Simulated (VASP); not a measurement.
Input:

```
CELL_PARAMETERS angstrom
      1.94005    -3.36026     0.00000
      1.94005     3.36026     0.00000
      0.00000     0.00000     6.15163
ATOMIC_POSITIONS crystal
  La 0.33333 0.66667 0.24862
  La 0.66667 0.33333 0.75138
  O  0.00000 0.00000 0.00000
  O  0.33333 0.66667 0.64516
  O  0.66667 0.33333 0.35484
```

Level of theory: RPBE GGA, VASP's PBE PAW potentials (set 64) (plane waves; VASP). Numerical set-up: 520 eV cut-off, 7×7×4 Γ-centred mesh, Gaussian smearing of 0.050 eV, potentials La O.

The ions and cell shape at fixed volume are relaxed. Give the cell that the relaxation ends in.

```
CELL_PARAMETERS angstrom
      1.95690    -3.38946     0.00000
      1.95690     3.38946     0.00000
      0.00000     0.00000     6.04609
ATOMIC_POSITIONS crystal
  La 0.33333 0.66667 0.24449
  La 0.66667 0.33333 0.75551
  O  0.00000 0.00000 0.00000
  O  0.33333 0.66667 0.64722
  O  0.66667 0.33333 0.35278
```
Space group P-3m1 (164), at a tolerance of 0.03 Å.

How much energy does the relaxation gain?

The energy (σ→0) changes by -3.8 meV/atom, in 9 ionic steps.

The compound is La2O3 in the a-type structure. This cell is one point of a volume scan, at 0.94 of the reference volume. Symmetry was kept, so distortions that lower it aren't found.
